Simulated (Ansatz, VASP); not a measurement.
# BeAl3TeAs3: VASP beside Ansatz, part 2 of 2

One calculation is typed for both programs; each brings its own data sets. How far apart do they land? The cell is generated by rule, not measured, and may not be a known phase. The cell is taken from a series of runs on this material, whose earlier steps may have relaxed, scaled, displaced or heated it; both programs get it as it stands.

VASP 6.6.1 and Ansatz 0.2.0.

So far: The structure; Ansatz: relaxation of cell and atoms, LDA; VASP: relaxation of cell and atoms, LDA.

### Step 3. VASP: relaxation of cell and atoms, LDA (continued)

Level of this step: LDA; plane waves and PAW (Al, As, Be, Te); invented cell (VASP).

Numbers of over 12 decimals in the logs are rounded to 6 here.

Parts of OUTCAR (step 3):

```text
ion  position               nearest neighbor table
   1  0.000  0.000  0.008-   4 2.42   4 2.42   8 2.61   8 2.61
   2  0.500  0.500  0.258-   5 2.42   5 2.42   4 2.46   4 2.46
   3  0.000  0.000  0.509-   6 2.43   6 2.43   5 2.45   5 2.45
   4  0.500  0.000  0.129-   1 2.42   1 2.42   2 2.46   2 2.46
   5  0.000  0.500  0.380-   2 2.42   2 2.42   3 2.45   3 2.45
   6  0.500  0.000  0.633-   7 2.24   7 2.24   3 2.43   3 2.43
   7  0.500  0.500  0.726-   6 2.24   6 2.24   8 2.47   8 2.47
   8  0.000  0.500  0.857-   7 2.47   7 2.47   1 2.61   1 2.61

  LATTYP: Found a simple orthorhombic cell.
 ALAT       =     3.9604626550
 B/A-ratio  =     1.0041664435
 C/A-ratio  =     2.8427143444

 Subroutine GETGRP returns: Found  4 space group operations
 (whereof  4 operations were pure point group operations)

The static configuration has the point symmetry C_2v.

 Found     32 irreducible k-points:

   k-points           NKPTS =     32   k-points in BZ     NKDIM =     32   number of bands    NBANDS=     24

   dimension x,y,z NGX =    32 NGY =   32 NGZ =   90
   dimension x,y,z NGXF=    64 NGYF=   64 NGZF=  180

   ENCUT  =  600.0 eV  44.10 Ry    6.64 a.u.   7.94  7.91 22.49*2*pi/ulx,y,z

   NELECT =      32.0000    total number of electrons

 k-points in reciprocal lattice and weights: Automatic mesh
   0.00000000  0.00000000  0.00000000       0.014
   0.16666667  0.00000000  0.00000000       0.028
   0.33333333  0.00000000  0.00000000       0.028
   0.50000000  0.00000000  0.00000000       0.014
   0.00000000  0.16666667  0.00000000       0.028
   0.16666667  0.16666667  0.00000000       0.056
   0.33333333  0.16666667  0.00000000       0.056
   0.50000000  0.16666667  0.00000000       0.028
   0.00000000  0.33333333  0.00000000       0.028
[...]
0.33333333  0.50000000  0.50000000       0.028
   0.50000000  0.50000000  0.50000000       0.014

 average (electrostatic) potential at core
       1 -74.4783       2 -74.0205       3 -73.5984       4 -52.8842       5 -52.4596
       6 -52.0613       7 -32.4491       8 -90.6335

 E-fermi :   4.8393

 k-point     1 :       0.0000    0.0000    0.0000
  band No.  band energies     occupation
    ...
     12       2.9094      2.00000
     13       2.9937      2.00000
     14       4.2732      2.00000
     15       4.3299      2.00000
     16       4.3568      2.00000
     17       5.5669      0.00000
     18       6.2606      0.00000
     19       6.5805      0.00000
     20       6.6702      0.00000
     21       6.8930      0.00000
    ...

 k-point     2 :       0.1667    0.0000    0.0000
  band No.  band energies     occupation
    ...
     12       2.7773      2.00000
     13       3.0029      2.00000
     14       3.1014      2.00000
     15       3.9237      2.00000
     16       4.2024      2.00000
     17       6.1388      0.00000
     18       7.1420      0.00000
     19       7.3159      0.00000
     20       7.5160      0.00000
     21       7.8304      0.00000
    ...

 k-point     3 :       0.3333    0.0000    0.0000
  band No.  band energies     occupation
    ...
     12       3.0362      2.00000
     13       3.0649      2.00000
     14       3.3353      2.00000
     15       3.4896      2.00000
     16       3.9186      2.00000
     17       6.6798      0.00000
     18       6.9052      0.00000
     19       7.2553      0.00000
     20       8.2143      0.00000
     21       8.3414      0.00000
    ...

  Total       -0.0025626     -0.0025626     -0.0054915     -0.0052965      0.0000000      0.0000000
  in kB       -0.0230656     -0.0230656     -0.0494288     -0.0476735      0.0000000      0.0000000
  external PRESSURE =      -0.0318533 kB  Pullay stress =       0.0000000 kB

  energy-cutoff  :      600.00
  volume of cell :      178.00
      direct lattice vectors                 reciprocal lattice vectors
     2.816849518  2.816849518  0.000000000     0.177503270  0.177503270  0.000000000
    -2.802687325  2.802687325  0.000000000    -0.178400207  0.178400207  0.000000000
     0.000000000  0.000000000 11.273386167     0.000000000  0.000000000  0.088704493

 POSITION                                       TOTAL-FORCE (eV/Angst)
 -----------------------------------------------------------------------------------
     -2.80269      2.80269      0.08520         0.000000     -0.000000     -0.001258
      0.00708      2.80977      2.91251         0.000000     -0.000000     -0.000268
      0.01416      5.61954      5.73494         0.000000     -0.000000      0.002292
      1.40842      1.40843      1.45963        -0.000000      0.000000     -0.004400
      1.41551      4.21819      4.28675         0.000000     -0.000000      0.001695
      1.40842      1.40843      7.13914        -0.000000      0.000000     -0.000036
      0.00708      2.80977      8.18518         0.000000     -0.000000      0.000552
      1.41551      4.21819      9.65351         0.000000     -0.000000      0.001423
 -----------------------------------------------------------------------------------
    total drift:                               -0.000002     -0.000461      0.000236

  FREE ENERGIE OF THE ION-ELECTRON SYSTEM (eV)
  ---------------------------------------------------
  free  energy   TOTEN  =       -39.8823648445 eV

  energy  without entropy=      -39.8823648445  energy(sigma->0) =      -39.88236484

 reached required accuracy - stopping structural energy minimisation

 total charge
# of ion       s       p       d       tot
------------------------------------------
    1        0.416   0.374   0.000   0.790
    2        0.413   0.380   0.000   0.793
    3        0.414   0.378   0.000   0.791
    4        1.203   1.698   0.025   2.926
    5        1.202   1.702   0.025   2.929
    6        1.196   1.692   0.025   2.913
    7        0.382   0.574   0.000   0.956
    8        1.353   2.131   0.039   3.524
--------------------------------------------------
tot          6.579   8.929   0.114  15.622

[... 3 further parts left out ...]
```

The run keeps the 4 symmetry operations of its start, so it cannot find a distortion of lower symmetry.

### Step 4. Comparison

Known differences besides the potentials themselves: the two LDA forms differ slightly; the data sets hold 72 valence electrons in Ansatz (on its default PAW (the set named soft_2) files) and 32 in VASP; the cutoff is 420 eV in Ansatz and 600 eV in VASP; VASP's log shows a relativistic correction to its local exchange, Ansatz's none; Ansatz adds a Pulay correction to the stress that steers its cell, VASP none. Total energies have different zeros and are not compared.

Both answers:

| quantity | Ansatz | VASP | difference |
| --- | --- | --- | --- |
| volume (Å³) | 177.20 | 178.00 | -0.45 % |
| edge a after relaxation, in the typed setting (Å) | 3.977 | 3.984 | -0.16 % |
| edge b after relaxation, in the typed setting (Å) | 3.958 | 3.964 | -0.14 % |
| edge c after relaxation, in the typed setting (Å) | 11.256 | 11.273 | -0.15 % |

### Step 5. Summary of results

```
difference in volume (relaxation of cell and atoms, LDA) : -0.45 %
```

The difference in volume is -0.45 % (relaxation of cell and atoms, LDA), within the 1.2 % picked in this series as the mark of a large difference, as far as the stopping tolerances let one tell. The data sets hold unlike numbers of valence electrons (72 in Ansatz and 32 in VASP), so part of the differences comes from the potentials. Such differences can come from data sets, numerical settings and the points named under the comparisons, not from the functional's error against experiment.

[Lines on the potential files, build, host, timing and source positions are cut from VASP's logs without a mark.]

[Logs are printed without paths, hosts, clocks, repeated set-up lines and the standing remarks that a program may print on its own settings, such as how far it seeks lower states.]

[Hosts, paths, dates, database ids (printed as entryN), source tags and the programs' standing remarks are cut or masked in the printed files.]
